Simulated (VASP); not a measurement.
# Y3F (P6/mmm) in VASP: notebook

Aim: see how the results for Y3F move with the level of theory and the settings. Levels: TPSS, TB-mBJ, LDA. Tasks: band structure.

Everything below comes from runs of VASP 6.6.1. Logs are shortened: lines on timing, memory, paths and dates and some standing lists are left out, and cuts for length are marked.

## (1) The crystal as given

It takes space group P6/mmm (No. 191, hexagonal). Conventional cell: a = 6.267 Å, b = 6.267 Å, c = 3.362 Å, α = 90.00°, β = 90.00°, γ = 120.00°. Around Y (site symmetry mmm) lie 6 Y at 3.13 to 3.36 Å and 2 F at 3.13 Å. F (site symmetry 6/mmm) is surrounded by 6 Y at 3.13 Å and 2 F at 3.36 Å.

The cell was built by a generator and needn't be a form met in nature.

## (2) Band structure, TPSS

File INCAR:

```
PREC = Accurate
ENCUT = 520
EDIFF = 1E-6
ISMEAR = -1
SIGMA = 0.05
LREAL = F
LASPH = T
NELM = 80
ALGO = Normal
ISIF = 2
LWAVE = F
LCHARG = F
LMAXMIX = 4
METAGGA = TPSS
LMIXTAU = T
```

File KPOINTS:

```
regular mesh
0
Gamma
  4 4 6
```

File POSCAR:

```
Y3F
1.0
    6.2666500000      0.0000000000      0.0000000000
   -3.1333300000      5.4270800000      0.0000000000
    0.0000000000      0.0000000000      3.3619900000
Y F
3 1
Direct
    0.5000000000      0.0000000000      0.0000000000
    0.0000000000      0.5000000000      0.0000000000
    0.5000000000      0.5000000000      0.0000000000
    0.0000000000      0.0000000000      0.0000000000
```

File KPOINTS_OPT:

```
path GMKGALHA,LM,KH
10
line-mode
reciprocal
 0.0000000000  0.0000000000  0.0000000000  G
 0.5000000000  0.0000000000  0.0000000000  M

 0.5000000000  0.0000000000  0.0000000000  M
 0.3333333333  0.3333333333  0.0000000000  K

 0.3333333333  0.3333333333  0.0000000000  K
 0.0000000000  0.0000000000  0.0000000000  G

 0.0000000000  0.0000000000  0.0000000000  G
 0.0000000000  0.0000000000  0.5000000000  A

 0.0000000000  0.0000000000  0.5000000000  A
 0.5000000000  0.0000000000  0.5000000000  L

 0.5000000000  0.0000000000  0.5000000000  L
 0.3333333333  0.3333333333  0.5000000000  H

 0.3333333333  0.3333333333  0.5000000000  H
 0.0000000000  0.0000000000  0.5000000000  A

 0.5000000000  0.0000000000  0.5000000000  L
 0.5000000000  0.0000000000  0.0000000000  M

 0.3333333333  0.3333333333  0.0000000000  K
 0.3333333333  0.3333333333  0.5000000000  H
```

Potentials or basis: VASP PAW PBE potentials, release 64 (Y_sv, F).

The run is started by

```console
$ cat potpaw_PBE.64/Y_sv/POTCAR potpaw_PBE.64/F/POTCAR > POTCAR
$ mpirun -np 1 vasp_std > vasp.out
```

OUTCAR:

```text
PREC = Accurate
   ENCUT = 520
   EDIFF = 1E-6
   ISMEAR = -1
   LREAL = F
   LASPH = T
   NELM = 80
   ISIF = 2
   METAGGA = TPSS

 ion  position               nearest neighbor table
   1  0.500  0.000  0.000-   2 3.13   2 3.13   3 3.13   3 3.13
   2  0.000  0.500  0.000-   1 3.13   1 3.13   3 3.13   3 3.13
   3  0.500  0.500  0.000-   2 3.13   2 3.13   1 3.13   1 3.13
   4  0.000  0.000  0.000-

  LATTYP: Found a hexagonal cell.
 ALAT       =     6.2666500000
 C/A-ratio  =     0.5364891928

  Lattice vectors:

 A1 = (   6.2666500000,   0.0000000000,   0.0000000000)
 A2 = (  -3.1333300000,   5.4270800000,   0.0000000000)
 A3 = (   0.0000000000,   0.0000000000,   3.3619900000)

Analysis of symmetry for initial positions (statically):
=====================================================================
 Subroutine PRICEL returns:
 Original cell was already a primitive cell.

 Routine SETGRP: Setting up the symmetry group for a
 hexagonal supercell.

 Subroutine GETGRP returns: Found 24 space group operations
 (whereof 24 operations were pure point group operations)
 out of a pool of 24 trial point group operations.

The static configuration has the point symmetry D_6h.

Analysis of symmetry for dynamics (positions and initial velocities):
=====================================================================
 Subroutine PRICEL returns:
 Original cell was already a primitive cell.

 Routine SETGRP: Setting up the symmetry group for a
 hexagonal supercell.

 Subroutine GETGRP returns: Found 24 space group operations
 (whereof 24 operations were pure point group operations)
 out of a pool of 24 trial point group operations.

The dynamic configuration has the point symmetry D_6h.

 Subroutine INISYM returns: Found 24 space group operations
 (whereof 24 operations are pure point group operations),
 and found     1 'primitive' translations

----------------------------------------------------------------------------------------

                                     Primitive cell

  volume of cell :     114.3400

  direct lattice vectors                    reciprocal lattice vectors
     6.266650000  0.000000000  0.000000000     0.159574892  0.092130722  0.000000000
    -3.133330000  5.427080000  0.000000000     0.000000000  0.184261150  0.000000000
     0.000000000  0.000000000  3.361990000     0.000000000  0.000000000  0.297442884

  length of vectors
     6.266650000  6.266654148  3.361990000     0.184261272  0.184261150  0.297442884

  position of ions in fractional coordinates (direct lattice)
     0.500000000  0.000000000  0.000000000
     0.000000000  0.500000000  0.000000000
     0.500000000  0.500000000  0.000000000
     0.000000000  0.000000000  0.000000000

  ion indices of the primitive-cell ions
   primitive index   ion index
                 1           1
                 2           2
                 3           3
                 4           4

----------------------------------------------------------------------------------------

 KPOINTS: regular mesh

Automatic generation of k-mesh.
 Grid dimensions read from file:
 generate k-points for:    4    4    6

 Generating k-lattice:

  Cartesian coordinates                     Fractional coordinates (reciprocal lattice)
     0.039893723  0.023032680  0.000000000     0.250000000  0.000000000  0.000000000
     0.000000000  0.046065287  0.000000000     0.000000000  0.250000000  0.000000000
     0.000000000  0.000000000  0.049573814     0.000000000  0.000000000  0.166666667

  Length of vectors
     0.046065318  0.046065287  0.049573814

  Shift w.r.t. Gamma in fractional coordinates (k-lattice)
     0.000000000  0.000000000  0.000000000

 Subroutine IBZKPT returns following result:
 ===========================================

 Found     16 irreducible k-points:

 Following reciprocal coordinates:
            Coordinates               Weight
  0.000000  0.000000  0.000000      1.000000
  0.250000  0.000000  0.000000      6.000000
  0.500000  0.000000  0.000000      3.000000
  0.250000  0.250000  0.000000      6.000000
  0.000000  0.000000  0.166667      2.000000
  0.250000  0.000000  0.166667     12.000000
[... 8 lines left out ...]
  0.500000  0.000000  0.500000      3.000000
  0.250000  0.250000  0.500000      6.000000
   k-points           NKPTS =     16   k-points in BZ     NKDIM =     16   number of bands    NBANDS=     24
   number of dos      NEDOS =    301   number of ions     NIONS =      4
   total plane-waves  NPLWV =  64512
   dimension x,y,z NGX =    48 NGY =   48 NGZ =   28
   dimension x,y,z NGXF=    96 NGYF=   96 NGZF=   56
   ions per type =               3   1
   NGX,Y,Z   is equivalent  to a cutoff of  12.73, 12.73, 13.85 a.u.
   NGXF,Y,Z  is equivalent  to a cutoff of  25.47, 25.47, 27.69 a.u.
 SYSTEM =  unknown system
   PREC   = accura    normal or accurate (medium, high low for compatibility)
   ISTART =      0    job   : 0-new  1-cont  2-samecut
[... 39 lines left out ...]
  energy-cutoff  :      520.00
  volume of cell :      114.34
 maximum number of plane-waves:      3108
 NGX is ok and might be reduce to    48
   NGX = 23   NGY = 23   NGZ = 13

 number of electron      39.9999992 magnetization

 Free energy of the ion-electron system (eV)
  ---------------------------------------------------
  ext. energy  EPLUGINS =         0.00000000
  ---------------------------------------------------
  free energy    TOTEN  =       -49.97755792 eV

  energy without entropy =      -49.92325643  energy(sigma->0) =      -49.95040717

 E-fermi :   2.4797     XC(G=0):  -9.2489

 val. band max:        2.4548525148   @ k =   0.0000   0.0000   0.5000
 cond. band min:       2.4849917861   @ k =   0.2500   0.0000   0.0000
 fundamental gap:      0.0301392713
 Fermi energy:         2.4796925472

 k-point     1 :       0.0000    0.0000    0.0000
  band No.  band energies     occupation
      1     -41.1164      2.00000
      2     -40.9590      2.00000
      3     -40.9590      2.00000
      4     -21.5317      2.00000
      5     -21.2099      2.00000
      6     -21.2099      2.00000
[... 16 lines left out ...]
     23       2.8112      0.00264
     24       3.9424      0.00000

 k-point     2 :       0.2500    0.0000    0.0000
  band No.  band energies     occupation
      1     -41.0967      2.00000
      2     -40.9794      2.00000
      3     -40.9591      2.00000
      4     -21.4130      2.00000
      5     -21.2086      2.00000
      6     -21.1194      2.00000
[... 16 lines left out ...]
     23       2.9110      0.00036
     24       3.8280      0.00000

 k-point     3 :       0.5000    0.0000    0.0000
  band No.  band energies     occupation
      1     -41.0646      2.00000
      2     -41.0123      2.00000
      3     -40.9591      2.00000
      4     -21.3392      2.00000
      5     -21.0247      2.00000
      6     -20.9353      2.00000
[... 16 lines left out ...]
     23       3.4196      0.00000
     24       3.5865      0.00000

 k-point     4 :       0.2500    0.2500    0.0000
  band No.  band energies     occupation
      1     -41.0646      2.00000
      2     -41.0122      2.00000
      3     -40.9592      2.00000
      4     -21.2343      2.00000
      5     -21.2145      2.00000
      6     -20.9106      2.00000
[... 16 lines left out ...]
     23       3.2632      0.00000
     24       3.5692      0.00000

 k-point     5 :       0.0000    0.0000    0.1667
  band No.  band energies     occupation
      1     -41.1047      2.00000
      2     -40.9480      2.00000
      3     -40.9480      2.00000
      4     -21.5115      2.00000
      5     -21.1935      2.00000
      6     -21.1935      2.00000
[... 235 lines left out ...]
 k-point    14 :       0.2500    0.0000    0.5000
  band No.  band energies     occupation
      1     -41.0498      2.00000
      2     -40.9349      2.00000
      3     -40.9149      2.00000
      4     -21.3351      2.00000
      5     -21.1412      2.00000
      6     -21.0615      2.00000
[... 16 lines left out ...]
     23       3.0673      0.00002
     24       3.7243      0.00000

 k-point    15 :       0.5000    0.0000    0.5000
  band No.  band energies     occupation
      1     -41.0183      2.00000
      2     -40.9670      2.00000
      3     -40.9150      2.00000
      4     -21.2662      2.00000
      5     -21.0208      2.00000
      6     -20.9599      2.00000
[... 16 lines left out ...]
     23       3.6268      0.00000
     24       3.9154      0.00000

 k-point    16 :       0.2500    0.2500    0.5000
  band No.  band energies     occupation
      1     -41.0183      2.00000
      2     -40.9670      2.00000
      3     -40.9150      2.00000
      4     -21.1627      2.00000
      5     -21.1466      2.00000
      6     -21.0209      2.00000
[... 16 lines left out ...]
     23       3.7525      0.00000
     24       4.1336      0.00000

------------------------ aborting loop because EDIFF is reached ----------------------------------------

  FORCE on cell =-STRESS in cart. coord.  units (eV):
  Direction    XX          YY          ZZ          XY          YZ          ZX
  --------------------------------------------------------------------------------------
  -------------------------------------------------------------------------------------
  Total       -0.6294430     -0.6294434     -0.8178890      0.0000006      0.0000000      0.0000000
  in kB       -8.8200063     -8.8200125    -11.4605870      0.0000081      0.0000000      0.0000000
  external PRESSURE =      -9.7002019 kB  Pullay stress =       0.0000000 kB

 VOLUME and BASIS-vectors are now :
 -----------------------------------------------------------------------------
  energy-cutoff  :      520.00
  volume of cell :      114.34
      direct lattice vectors                 reciprocal lattice vectors
     6.266650000  0.000000000  0.000000000     0.159574892  0.092130722  0.000000000
    -3.133330000  5.427080000  0.000000000     0.000000000  0.184261150  0.000000000
     0.000000000  0.000000000  3.361990000     0.000000000  0.000000000  0.297442884

 POSITION                                       TOTAL-FORCE (eV/Angst)
 -----------------------------------------------------------------------------------
      3.13333      0.00000      0.00000        -0.000000      0.000000      0.000000
     -1.56666      2.71354      0.00000        -0.000000      0.000000      0.000000
      1.56666      2.71354      0.00000         0.000000      0.000000      0.000000
      0.00000      0.00000      0.00000        -0.000000      0.000000      0.000000
 -----------------------------------------------------------------------------------
    total drift:                               -0.000000      0.000000      0.000000

  FREE ENERGIE OF THE ION-ELECTRON SYSTEM (eV)
  ---------------------------------------------------
  free  energy   TOTEN  =       -49.9775579231 eV

  energy  without entropy=      -49.9232564266  energy(sigma->0) =      -49.95040717
```

Run time: 5.1 min. Hardware: 1 thread of Intel Xeon 6975P-C (Granite Rapids), shared host; peak memory 0.28 GiB.

Results:

```
Free energy             : -49.9776 eV
Pressure                : -1.0 GPa
Band gap along the path : none (metal or under the smearing width)
```

Levels at the corners of the path, in eV from the Fermi level:
```
point  band 18  band 19  band 20  band 21  band 22  band 23
    Γ    -1.23    -1.05    -1.05     0.03     0.33     0.33
    M    -1.88    -0.37    -0.28     0.22     0.60     0.94
    M    -1.88    -0.37    -0.28     0.22     0.60     0.94
    K    -2.19    -0.64     0.18     0.20     0.20     1.30
    K    -2.19    -0.64     0.18     0.20     0.20     1.30
    Γ    -1.23    -1.05    -1.05     0.03     0.33     0.33
    Γ    -1.23    -1.05    -1.05     0.03     0.33     0.33
    A    -1.89    -0.67    -0.67    -0.02    -0.02     0.42
    A    -1.89    -0.67    -0.67    -0.02    -0.02     0.42
    L    -0.72    -0.68    -0.30     0.21     1.02     1.15
    L    -0.72    -0.68    -0.30     0.21     1.02     1.15
    H    -1.14    -0.33     0.31     0.31     0.72     0.72
    H    -1.14    -0.33     0.31     0.31     0.72     0.72
    A    -1.89    -0.67    -0.67    -0.02    -0.02     0.42
    L    -0.72    -0.68    -0.30     0.21     1.02     1.15
    M    -1.88    -0.37    -0.28     0.22     0.60     0.94
    K    -2.19    -0.64     0.18     0.20     0.20     1.29
    H    -1.14    -0.33     0.31     0.31     0.72     0.72
```

Caveat: the PAW data sets were made with another functional, which shifts forces and pressure a little.

## (3) Band structure, TB-mBJ

POSCAR is that of step 2.

File INCAR.step1:

```
PREC = Accurate
ENCUT = 520
EDIFF = 1E-5
ISMEAR = -1
SIGMA = 0.05
LREAL = F
LASPH = T
NELM = 80
ALGO = Normal
ISIF = 2
LWAVE = T
LCHARG = F
LMAXMIX = 4
GGA = PE
```

File INCAR.step2:

```
PREC = Accurate
ENCUT = 520
EDIFF = 1E-6
ISMEAR = -1
SIGMA = 0.05
LREAL = F
LASPH = T
NELM = 80
ALGO = Normal
ISIF = 2
LWAVE = F
LCHARG = F
LMAXMIX = 4
METAGGA = MBJ
ISTART = 1
```

KPOINTS is that of step 2.

KPOINTS_OPT is that of step 2.

Potentials or basis: VASP PAW PBE potentials, release 64 (Y_sv, F).

The run is started by

```console
$ cat potpaw_PBE.64/Y_sv/POTCAR potpaw_PBE.64/F/POTCAR > POTCAR
$ cp INCAR.step1 INCAR
$ mpirun -np 1 vasp_std > vasp.out
$ cp INCAR.step2 INCAR
$ mpirun -np 1 vasp_std > vasp.out
```

Run time: 3.5 min. Hardware: 1 thread of Intel Xeon 6975P-C (Granite Rapids), shared host; peak memory 0.3 GiB.

The run converged. Its results:

* Band gap along the path: none (metal or under the smearing width)

Levels at the corners of the path, in eV from the Fermi level:
| point | band 17 | band 18 | band 19 | band 20 | band 21 | band 22 | band 23 | band 24 |
| --- | --- | --- | --- | --- | --- | --- | --- | --- |
| Γ | -3.78 | -1.22 | -0.90 | -0.90 | 0.17 | 0.28 | 0.28 | 1.51 |
| M | -2.64 | -1.68 | -0.42 | -0.19 | 0.21 | 0.61 | 1.12 | 1.13 |
| M | -2.64 | -1.68 | -0.42 | -0.19 | 0.21 | 0.61 | 1.12 | 1.13 |
| K | -2.10 | -2.10 | -0.41 | 0.13 | 0.13 | 0.17 | 1.35 | 1.35 |
| K | -2.10 | -2.10 | -0.41 | 0.13 | 0.13 | 0.17 | 1.35 | 1.39 |
| Γ | -3.78 | -1.22 | -0.90 | -0.90 | 0.17 | 0.28 | 0.28 | 1.50 |
| Γ | -3.78 | -1.22 | -0.90 | -0.90 | 0.17 | 0.28 | 0.28 | 1.51 |
| A | -2.31 | -1.77 | -0.68 | -0.68 | 0.02 | 0.02 | 0.50 | 0.96 |
| A | -2.31 | -1.77 | -0.68 | -0.68 | 0.02 | 0.02 | 0.50 | 0.96 |
| L | -1.66 | -0.80 | -0.63 | -0.34 | 0.20 | 0.97 | 1.00 | 1.51 |
| L | -1.66 | -0.80 | -0.63 | -0.34 | 0.20 | 0.97 | 1.00 | 1.51 |
| H | -1.25 | -1.25 | -0.39 | 0.36 | 0.36 | 0.69 | 0.69 | 0.80 |
| H | -1.25 | -1.25 | -0.39 | 0.36 | 0.36 | 0.69 | 0.69 | 0.80 |
| A | -2.31 | -1.77 | -0.68 | -0.68 | 0.02 | 0.02 | 0.50 | 0.96 |
| L | -1.66 | -0.80 | -0.63 | -0.34 | 0.20 | 0.97 | 1.00 | 1.51 |
| M | -2.64 | -1.68 | -0.42 | -0.19 | 0.21 | 0.61 | 1.12 | 1.13 |
| K | -2.10 | -2.10 | -0.41 | 0.13 | 0.13 | 0.17 | 1.35 | 1.36 |
| H | -1.25 | -1.25 | -0.39 | 0.36 | 0.36 | 0.69 | 0.69 | 0.80 |

Caveat: the PAW data sets were made with another functional, which shifts forces and pressure a little.

## (4) Band structure, LDA

File INCAR:

```
SYSTEM = Y3F
PREC = Accurate
ENCUT = 520
EDIFF = 1E-6
ISMEAR = -1
SIGMA = 0.05
LREAL = .False.
LASPH = .True.
NELM = 80
ALGO = Fast
ISIF = 2
LWAVE = .False.
LCHARG = .False.
LMAXMIX = 4
GGA = CA
ISYM = 1
```

File KPOINTS:

```
Automatic mesh
0
Gamma
  4 4 6
  0 0 0
```

POSCAR is that of step 3.

KPOINTS_OPT, as its differences from that of step 3:

```diff
@@ -1,3 +1,3 @@
 path GMKGALHA,LM,KH
-10
+20
 line-mode
```

Potentials or basis: VASP PAW LDA potentials, release 64 (Y_sv, F).

The run is started by

```console
$ cat potpaw_LDA.64/Y_sv/POTCAR potpaw_LDA.64/F/POTCAR > POTCAR
$ mpirun -np 1 vasp_std > vasp.out
```

Wall time 2.6 min (1 thread of Intel Xeon 6975P-C (Granite Rapids), shared host); peak memory 0.24 GiB.

The run converged. Its results:

```yaml
Free_energy: -23.4855 eV
Pressure: -3.8 GPa
Band_gap_along_the_path: none (metal or under the smearing width)
```

Stress tensor (GPa, compression positive):
```
-4.02  0.00  0.00
 0.00 -4.02  0.00
 0.00  0.00 -3.29
```

Levels at the corners of the path, in eV from the Fermi level:
| point | band 16 | band 17 | band 18 | band 19 | band 20 | band 21 | band 22 | band 23 | band 24 |
| --- | --- | --- | --- | --- | --- | --- | --- | --- | --- |
| Γ | -4.02 | -3.37 | -1.24 | -1.10 | -1.10 | -0.10 | 0.25 | 0.25 | 1.62 |
| M | -3.38 | -2.70 | -1.88 | -0.40 | -0.35 | 0.22 | 0.63 | 0.86 | 1.11 |
| M | -3.38 | -2.70 | -1.88 | -0.40 | -0.35 | 0.22 | 0.63 | 0.86 | 1.11 |
| K | -3.38 | -2.18 | -2.18 | -0.67 | 0.17 | 0.17 | 0.17 | 1.24 | 1.29 |
| K | -3.38 | -2.18 | -2.18 | -0.67 | 0.17 | 0.17 | 0.17 | 1.22 | 1.29 |
| Γ | -4.02 | -3.37 | -1.24 | -1.10 | -1.10 | -0.10 | 0.25 | 0.25 | 1.62 |
| Γ | -4.02 | -3.37 | -1.24 | -1.10 | -1.10 | -0.10 | 0.25 | 0.25 | 1.62 |
| A | -4.13 | -2.11 | -1.96 | -0.63 | -0.63 | -0.10 | -0.10 | 0.55 | 0.60 |
| A | -4.13 | -2.11 | -1.96 | -0.63 | -0.63 | -0.10 | -0.10 | 0.55 | 0.60 |
| L | -4.20 | -1.47 | -0.74 | -0.62 | -0.23 | 0.25 | 0.99 | 1.14 | 1.38 |
| L | -4.20 | -1.47 | -0.74 | -0.62 | -0.23 | 0.25 | 0.99 | 1.14 | 1.38 |
| H | -4.21 | -1.06 | -1.06 | -0.27 | 0.26 | 0.26 | 0.76 | 0.76 | 0.81 |
| H | -4.21 | -1.06 | -1.06 | -0.27 | 0.26 | 0.26 | 0.76 | 0.76 | 0.81 |
| A | -4.13 | -2.11 | -1.96 | -0.63 | -0.63 | -0.10 | -0.10 | 0.55 | 0.60 |
| L | -4.20 | -1.47 | -0.74 | -0.62 | -0.23 | 0.25 | 0.99 | 1.14 | 1.38 |
| M | -3.38 | -2.70 | -1.88 | -0.40 | -0.35 | 0.22 | 0.63 | 0.86 | 1.11 |
| K | -3.38 | -2.18 | -2.18 | -0.67 | 0.17 | 0.17 | 0.17 | 1.22 | 1.29 |
| H | -4.21 | -1.06 | -1.06 | -0.27 | 0.26 | 0.26 | 0.76 | 0.76 | 0.81 |

## (5) The runs side by side

```tsv
level	potentials or basis	further INCAR settings	other keys	pressure (GPa)
TPSS	VASP PAW PBE potentials, release 64 (Y_sv, F)	ALGO = Normal; EDIFF = 1e-06	-	-1.0
TB-mBJ	VASP PAW PBE potentials, release 64 (Y_sv, F)	ALGO = Normal; EDIFF = 1e-06	-	-
LDA	VASP PAW LDA potentials, release 64 (Y_sv, F)	ALGO = Fast; EDIFF = 1e-06; ISYM = 1	ISYM = 1	-3.8
```

Alike in all rows: task band structure; no spin polarisation; cell as given; k mesh 4 × 4 × 6; cutoff (eV) 520; smearing fermi-dirac 0.05 eV.

Caveats: the PAW data sets were made with another functional, which shifts forces and pressure a little (some runs).

Total energies depend on the potentials used, so only differences within one code and one set of settings carry meaning.
